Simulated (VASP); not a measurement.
A VASP calculation is set up with these files.

**KPOINTS**
```
K-points
0
Gamma
  7 7 10
```

INCAR:
```
SYSTEM = IrO2
PREC = Accurate
ENCUT = 520
EDIFF = 1E-7
NELM = 100
ALGO = Normal
LREAL = .FALSE.
LASPH = .TRUE.
ISMEAR = 1
SIGMA = 0.1
GGA = RE
LMAXMIX = 6
LWAVE = .FALSE.
LCHARG = .FALSE.
ISIF = 4
IBRION = 2
NSW = 30
EDIFFG = -0.01
```

POSCAR:
```
IrO2
1
    4.6560029777     0.0000000000     0.0000000000
    0.0000000000     4.6560029777     0.0000000000
    0.0000000000     0.0000000000     3.2608191484
Ir O
2 4
Direct
  0.0000000000   0.0000000000   0.0000000000
  0.5000000000   0.5000000000   0.5000000000
  0.3082328543   0.3082328543   0.0000000000
  0.8082328543   0.1917671457   0.5000000000
  0.1917671457   0.8082328543   0.5000000000
  0.6917671457   0.6917671457   0.0000000000
```

POTCAR, in this order: Ir O (PBE.64 set). Program: vasp_std.

Question: Translate this revPBE calculation to Quantum ESPRESSO's pw.x.

Answer: One equivalent input (not run):
```
&CONTROL
  calculation = 'vc-relax'
  pseudo_dir = './pseudo'
  outdir = './out'
  tprnfor = .true.
  tstress = .true.
  nstep = 30
  forc_conv_thr = 0.00039
/
&SYSTEM
  ibrav = 0
  nat = 6
  ntyp = 2
  ecutwfc = 84
  occupations = 'smearing'
  smearing = 'methfessel-paxton'
  degauss = 0.00735
  input_dft = 'revpbe'
/
&ELECTRONS
  conv_thr = 7.3e-09
  electron_maxstep = 100
/
&IONS
/
&CELL
  cell_dofree = 'shape'
/
ATOMIC_SPECIES
  Ir 192.217 Ir.upf
  O 15.999 O.upf
CELL_PARAMETERS angstrom
     4.6560030    0.0000000    0.0000000
     0.0000000    4.6560030    0.0000000
     0.0000000    0.0000000    3.2608191
ATOMIC_POSITIONS crystal
  Ir   0.0000000  0.0000000  0.0000000
  Ir   0.5000000  0.5000000  0.5000000
  O    0.3082329  0.3082329  0.0000000
  O    0.8082329  0.1917671  0.5000000
  O    0.1917671  0.8082329  0.5000000
  O    0.6917671  0.6917671  0.0000000
K_POINTS automatic
  7 7 10 0 0 0
```
What does not carry over: the potentials are each code's own (VASP's PAW set, PseudoDojo norm-conserving files in pw.x), so ENCUT and ecutwfc are chosen apart and not converted; conv_thr bounds pw.x's estimated SCF error, while EDIFF bounds the energy change between steps; forc_conv_thr acts on force components and is met together with etot_conv_thr.

The compound is IrO2 in the rutile structure. This cell is one point of a volume scan, at 1.06 of the reference volume. Symmetry was kept, so distortions that lower it aren't found.
